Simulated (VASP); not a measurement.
Consider the following.

```
CELL_PARAMETERS angstrom
      0.00000     2.32643     2.32643
      2.32643     0.00000     2.32643
      2.32643     2.32643     0.00000
ATOMIC_POSITIONS crystal
  Yb 0.00000 0.00000 0.00000
  O  0.50000 0.50000 0.50000
```

Computed with SCAN meta-GGA, VASP's PBE PAW potentials (set 64) (plane waves; VASP 6.6.1). Run with 520 eV cut-off, 9×9×9 Γ-centred mesh, Gaussian smearing of 0.050 eV, potentials Yb_2 O.

The 4f electrons are frozen in the core of the lanthanide potential, so 4f levels, which can set the real gap, and their magnetism are missing.

Task: Estimate the energy per atom (σ→0).

Result: 
```yaml
energy per atom (σ→0): -32.127 eV/atom
```

The structure comes from a measured YbO entry (Fm-3m) of the Crystallography Open Database, whose conditions weren't checked. It was relaxed first, which changed the volume by -12 %. The start is the result of an earlier pass.
